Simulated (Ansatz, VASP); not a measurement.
Given: the input of a run of VASP 6.6.1 on RbMg3. The cell comes from a database or a generator and needn't be the stable form of this composition.

File INCAR:

```
ALGO = Normal ; EDIFF = 1E-7
ENCUT = 520 ; GGA = PE
ISIF = 2 ; ISMEAR = -1
LASPH = T ; LCHARG = T
LELF = T ; LREAL = F
LVHAR = T ; LWAVE = F
NBANDS = 16 ; NELM = 100
PREC = Accurate ; SIGMA = 0.05
```

KPOINTS

```
k-points
0
Gamma
  8 5 4
```

The input POSCAR:

```
RbMg3
1.0
    3.3324750000      0.0000000000      0.0000000000
    0.0000000000      5.2198220000      0.0000000000
    0.0000000000      0.0000000000      7.9710500000
Rb Mg
1 3
Direct
    0.0000000000      0.0000000000      0.1333790000
    0.0000000000      0.5000000000      0.7736860000
    0.5000000000      0.5000000000      0.4398730000
    0.5000000000      0.0000000000      0.6530620000
```

Potentials or basis: VASP PAW PBE potentials, release 64 (Rb_sv, Mg).

The run is started by

```console
$ cat potpaw_PBE.64/Rb_sv/POTCAR potpaw_PBE.64/Mg/POTCAR > POTCAR
$ mpirun -np 1 vasp_std > vasp.out
```

Problem. What does the same run look like in Ansatz 0.2.0? Potentials or basis there: Ansatz PAW, cutoff 420 eV.

Solution. As run (cutoffs and basis follow the program's own potentials, and thresholds, step limits or extra output files can differ):

The input input.yaml:

```yaml
crystal:
  lattice:
    - [3.332475, 0.0, 0.0]
    - [0.0, 5.219822, 0.0]
    - [0.0, 0.0, 7.97105]
  atoms:
    - { symbol: Rb, position: [0.0, 0.0, 0.133379] }
    - { symbol: Mg, position: [0.0, 0.5, 0.773686] }
    - { symbol: Mg, position: [0.5, 0.5, 0.439873] }
    - { symbol: Mg, position: [0.5, 0.0, 0.653062] }
hamiltonian:
  xc: pbe
  pseudopotentials: { kind: paw }
kpoints:
  mp_grid: { grid: [8, 5, 4] }
scf:
  occupations: { method: fermi_dirac, width: 0.05 }
output:
  forces: true
  stress: true
  eigenvalues: true
```

Potentials or basis: Ansatz PAW.

Launch:

```sh
$ ansatz run input.yaml --threads 2 --pin off --max-ram 5120MiB --backend cpu --events-out ev --progress --plain --runs-dir out
```

Both were run:

|  | VASP | Ansatz |
| --- | --- | --- |
| Pressure | -0.1 GPa | 0.0 GPa |
| Largest force | 0.118 eV/Å | 0.111 eV/Å |

Ansatz's pressure holds a Pulay term of +0.00 GPa for its cutoff of 420 eV, which the other run lacks.

The potentials hold 15 and 39 valence electrons a cell.

Where Ansatz's input types no cutoff or centring, it takes its own default and a Γ-centred mesh.

Pressure is positive in compression.
